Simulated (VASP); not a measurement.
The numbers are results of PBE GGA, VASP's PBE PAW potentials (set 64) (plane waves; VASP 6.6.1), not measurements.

VASP ran on this input.

**KPOINTS**
```
Automatic mesh
0
Gamma
12 12 12
0 0 0
```

POSCAR:
```
GaP
1.0
  0.0000000000   2.7504981289   2.7504981289
  2.7504981289   0.0000000000   2.7504981289
  2.7504981289   2.7504981289   0.0000000000
Ga P
1 1
Direct
  0.0000000000   0.0000000000   0.0000000000
  0.2500000000   0.2500000000   0.2500000000
```

### INCAR
```
ALGO=Normal
EDIFF=1E-8
ENCUT=400
GGA=PE
IBRION=8
ISMEAR=0
LASPH=T
LCHARG=F
LEPSILON=T
LMAXMIX=4
LREAL=F
LWAVE=F
NELM=100
NSW=1
PREC=Accurate
SIGMA=0.01
SYSTEM=GaP
```

POTCAR, in this order: Ga_d P (PBE.64 set). Program: vasp_std.

The run wrote:

OUTCAR:
```


 HEAD OF MICROSCOPIC STATIC DIELECTRIC TENSOR (INDEPENDENT PARTICLE, excluding Hartree and local field effects)
 ------------------------------------------------------
          11.257078     0.000000    -0.000000
           0.000000    11.257078     0.000000
          -0.000000     0.000000    11.257078
 ------------------------------------------------------

 MACROSCOPIC STATIC DIELECTRIC TENSOR (including local field effects in DFT)
 ------------------------------------------------------
          10.725034    -0.000000     0.000000
           0.000000    10.725034     0.000000
          -0.000000    -0.000000    10.725034
 ------------------------------------------------------

 PIEZOELECTRIC TENSOR (including local field effects)  for field in x, y, z        (e  Angst)
          XX          YY          ZZ          XY          YZ          ZX
  --------------------------------------------------------------------------------
  x     0.00000     0.00000     0.00000     0.00000    -2.09712     0.00000
  y     0.00000    -0.00000     0.00000     0.00000     0.00000    -2.09712
  z     0.00000     0.00000     0.00000    -2.09712     0.00000     0.00000

 PIEZOELECTRIC TENSOR (including local field effects)  for field in x, y, z        (C/m^2)
          XX          YY          ZZ          XY          YZ          ZX
  --------------------------------------------------------------------------------
  x     0.00000     0.00000     0.00000     0.00000    -0.80737     0.00000
  y     0.00000    -0.00000     0.00000     0.00000     0.00000    -0.80737
  z     0.00000     0.00000     0.00000    -0.80737     0.00000     0.00000

 BORN EFFECTIVE CHARGES (including local field effects) (in |e|, cummulative output)
 ---------------------------------------------------------------------------------
 ion    1
    1     2.21726     0.00000    -0.00000
    2     0.00000     2.21726     0.00000
    3     0.00000     0.00000     2.21726
 ion    2
    1    -2.21726    -0.00000     0.00000
    2     0.00000    -2.21726     0.00000
    3    -0.00000    -0.00000    -2.21726

   1 f  =   10.335291 THz    64.938547 2PiTHz  344.748193 cm-1    42.743309 meV

   2 f  =   10.335291 THz    64.938547 2PiTHz  344.748193 cm-1    42.743309 meV

   3 f  =   10.335291 THz    64.938547 2PiTHz  344.748193 cm-1    42.743309 meV

   4 f/i=    0.000205 THz     0.001291 2PiTHz    0.006851 cm-1     0.000849 meV

   5 f/i=    0.000205 THz     0.001291 2PiTHz    0.006851 cm-1     0.000849 meV

   6 f/i=    0.000205 THz     0.001291 2PiTHz    0.006851 cm-1     0.000849 meV

 MACROSCOPIC STATIC DIELECTRIC TENSOR IONIC CONTRIBUTION
 ------------------------------------------------------
           2.280555    -0.000000    -0.000000
          -0.000000     2.280555     0.000000
          -0.000000     0.000000     2.280555
 ------------------------------------------------------

 ELASTIC MODULI CONTR FROM IONIC RELAXATION (kBar)
 Direction    XX          YY          ZZ          XY          YZ          ZX
 --------------------------------------------------------------------------------
 XX          -0.0000     -0.0000     -0.0000      0.0000      0.0000     -0.0000
 YY          -0.0000     -0.0000     -0.0000      0.0000      0.0000      0.0000
 ZZ          -0.0000     -0.0000     -0.0000      0.0000      0.0000     -0.0000
 XY           0.0000      0.0000      0.0000   -167.6299      0.0000     -0.0000
 YZ           0.0000      0.0000      0.0000      0.0000   -167.6299      0.0000
 ZX          -0.0000      0.0000     -0.0000     -0.0000      0.0000   -167.6299
 --------------------------------------------------------------------------------

 PIEZOELECTRIC TENSOR IONIC CONTR  for field in x, y, z        (C/m^2)
          XX          YY          ZZ          XY          YZ          ZX
  --------------------------------------------------------------------------------
  x    -0.00000    -0.00000    -0.00000    -0.00000     0.58179    -0.00000
  y     0.00000    -0.00000     0.00000     0.00000    -0.00000     0.58179
  z    -0.00000    -0.00000    -0.00000     0.58179    -0.00000     0.00000
```
(Selected blocks of OUTCAR.)

The dielectric response may not be converged in the k-mesh; for small gaps it tends to come out too large.

The compound is GaP in the zinc blende structure. It was relaxed first.
